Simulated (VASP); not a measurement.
ZnSe (zinc blende):

```
CELL_PARAMETERS angstrom
      0.00000     2.83500     2.83500
      2.83500     0.00000     2.83500
      2.83500     2.83500     0.00000
ATOMIC_POSITIONS crystal
  Zn 0.00000 0.00000 0.00000
  Se 0.25000 0.25000 0.25000
```

The lowest empty band near Γ, direction [111], from PBE with spin-orbit coupling in VASP (PAW); its two spin partners are averaged. The gap over the points computed is 1.16 eV, and the next band on that side lies 4.42 eV away at the edge.

Run with 400 eV cut-off, 9×9×9 Γ-centred mesh, Gaussian smearing of 0.050 eV, potentials Zn Se.

```csv
distance from the edge in k (1/Å),distance in energy (meV)
0.012,5.9
0.018,13.0
0.025,24.9
0.035,47.7
0.050,93.2
0.070,170.5
```

**Question.** Fit E(1 + αE) = ħ²k²/2m* (ħ²/2m0 = 3.810 eV Å²) and predict the row at 0.095 1/Å.

**Answer.** Least squares on the energies gives the electron mass m* = 0.093 m0 and α = 1.01 per eV, and so 285.6 meV. The run gave 284.4 meV, -1.2 meV from the fit. So light an electron mass at Γ scales with the gap, and carries this level's error in it.

Left out are points under 3 meV from the edge, since the levels carry 0.1 meV, and points farther than half the way to the next band.

The compound is ZnSe in the zinc blende structure. The cell was not relaxed at this level.
